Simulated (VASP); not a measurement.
The system is GeB2C2.

```
Ge B C
1.0
     2.72000    0.00000    0.00000
    -1.36000    2.35559    0.00000
     0.00000    0.00000    8.30000
Ge B C
1 2 2
Cartesian
  0.0000 0.0000 0.0000
  1.3600 0.7852 5.8930
  0.0000 1.5704 2.4070
  0.0000 1.5704 5.8930
  1.3600 0.7852 2.4070
```

The cell was built by a generator and needn't be a form met in nature.

* Program: VASP 6.6.1
* Task: relaxation of cell and atoms
* Functional: PBE
* Potentials or basis: VASP PAW PBE potentials, release 64 (Ge_d, B, C)
* Cutoff: 520 eV
* k mesh: 7 × 7 × 2
* Occupations: gaussian, width 0.15 eV
* Spin: no spin polarisation

At the start: pressure 3.5 GPa; volume 10.64 Å³/atom.

How do energy, volume and symmetry change on relaxing?

Over 5 steps the energy falls by 8.8 meV/atom and the volume is 10.68 Å³/atom (+0.4 %); space group P-3m1 (No. 164, to 0.05 Å).

Step by step:
| step | energy change (eV) | largest force (eV/Å) | pressure (GPa) | volume (Å³) |
| --- | --- | --- | --- | --- |
| 1 | 0.0000 | 0.3223 | 3.45 | 53.18 |
| 2 | -0.0094 | 0.0834 | -6.04 | 54.94 |
| 3 | -0.0330 | 0.1686 | -1.48 | 54.13 |
| 4 | -0.0423 | 0.0411 | -0.46 | 53.55 |
| 5 | -0.0438 | 0.0674 | 0.30 | 53.40 |

Final structure:
```
CELL_PARAMETERS angstrom
2.74818 0.00000 0.00000
-1.37409 2.37999 0.00000
0.00000 0.00000 8.16387
ATOMIC_POSITIONS crystal
Ge 0.00000 0.00000 0.00000
B 0.66667 0.33333 0.70882
B 0.33333 0.66667 0.29118
C 0.33333 0.66667 0.71232
C 0.66667 0.33333 0.28768
```

Caveat: the k mesh is coarse (spacing up to 0.38 Å⁻¹), so the values aren't converged; this functional lacks dispersion, which binds the layers, so the pressure and a relaxed spacing across them are unreliable.
